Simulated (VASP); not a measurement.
VASP ran on this input.

**POSCAR**
```
Li2O
3.3051050
  0.0000000000   0.7029643536   0.7112249081
  0.7096261692   0.0000000000   0.7112249081
  0.7096261692   0.7029643536   0.0000000000
Li O
2 1
Cart
  0.3548130846   0.3514821768   0.3556124541
  1.0644392538   1.0544465304   1.0668373622
  0.0104996288  -0.0000000000  -0.0000000000
```

**INCAR**
```
SYSTEM = Li2O
PREC = Accurate
ENCUT = 800
EDIFF = 1E-6
NELM = 100
ALGO = Normal
LREAL = .FALSE.
LASPH = .TRUE.
ISMEAR = 0
SIGMA = 0.05
GGA = PE
LWAVE = .FALSE.
LCHARG = .FALSE.
ISIF = 2
```

File KPOINTS:
```
Automatic mesh
0
Gamma
7 7 7
0 0 0
```

POTCAR, in this order: Li_sv O (PBE.64 set). Program: vasp_std.

Q: Write an equivalent input for Quantum ESPRESSO's pw.x.

A: One equivalent input (not run):
```
&CONTROL
  calculation = 'scf'
  pseudo_dir = './pseudo'
  outdir = './out'
  tprnfor = .true.
  tstress = .true.
/
&SYSTEM
  ibrav = 0
  nat = 3
  ntyp = 2
  ecutwfc = 84
  occupations = 'smearing'
  smearing = 'gaussian'
  degauss = 0.003675
  input_dft = 'pbe'
/
&ELECTRONS
  conv_thr = 7.3e-08
  electron_maxstep = 100
/
ATOMIC_SPECIES
  Li 6.940 Li.upf
  O 15.999 O.upf
CELL_PARAMETERS angstrom
     0.0000000    2.3233710    2.3506730
     2.3453890    0.0000000    2.3506730
     2.3453890    2.3233710    0.0000000
ATOMIC_POSITIONS crystal
  Li   0.2500000  0.2500000  0.2500000
  Li   0.7500000  0.7500000  0.7500000
  O   -0.0073980  0.0073980  0.0073980
K_POINTS automatic
  7 7 7 0 0 0
```
The two are equivalent in intent, not identical: the potentials are each code's own (VASP's PAW set, PseudoDojo norm-conserving files in pw.x), so ENCUT and ecutwfc are chosen apart and not converted; conv_thr bounds pw.x's estimated SCF error, while EDIFF bounds the energy change between steps.

The compound is Li2O in the antifluorite structure. The cell was not relaxed at this level, atoms are displaced from their ideal sites. The run is one of a series of settings (ENCUT = 800 against the base run), some of them coarse on purpose.
